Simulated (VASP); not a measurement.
Write the native input for VASP 6.6.1 that does the following.

- Task: single point
- Functional: PBE
- Potentials or basis: VASP PAW PBE potentials, release 64 (Ga_d, B)
- Cutoff: 520 eV
- k mesh: 4 × 4 × 4
- Occupations: gaussian, width 0.1 eV
- Spin: no spin polarisation
- Dipole correction: no
- Further INCAR settings: ALGO = Normal; EDIFF = 1e-07; NBANDS = 20

The structure of GaB4 lies in POSCAR:

```
GaB4
1.0
    3.7172718618      0.0000000000      0.0000000000
    0.0000000000      3.7172718618      0.0000000000
    0.0000000000      0.0000000000      3.7172718618
Ga B
1 4
Direct
    0.0000000000      0.0000000000      0.0000000000
    0.3342800730      0.3342800730      0.3342800730
    0.6657199270      0.6657199270      0.3342800730
    0.3342800730      0.6657199270      0.6657199270
    0.6657199270      0.3342800730      0.6657199270
```

The cell was built by a generator and needn't be a form met in nature.

The cell isn't the ideal one: species swapped into the SnI4 type (P-43m, No. 215).

The input as run:

INCAR

```
PREC = Accurate
ENCUT = 520
EDIFF = 1E-7
ISMEAR = 0
SIGMA = 0.1
LREAL = F
LASPH = T
NELM = 60
ALGO = Normal
ISIF = 2
LWAVE = F
LCHARG = F
GGA = PE
NBANDS = 20
```

KPOINTS

```
Automatic mesh
0
Gamma
  4 4 4
```

Potentials or basis: VASP PAW PBE potentials, release 64 (Ga_d, B).

Command:

```console
$ cat potpaw_PBE.64/Ga_d/POTCAR potpaw_PBE.64/B/POTCAR > POTCAR
$ mpirun -np 1 vasp_std > vasp.out
```

Results of the run:

The pressure is 0.1 GPa, the largest force is 0.019 eV/Å and the band gap on the k mesh is none (metal or under the smearing width).

Caveat: the k mesh is coarse (spacing up to 0.42 Å⁻¹), so the values aren't converged.

Wall time 5.3 s on 1 thread of Intel(R) Xeon(R) 6975P-C (Granite Rapids), with other jobs on the host, peak memory 0.15 GiB.
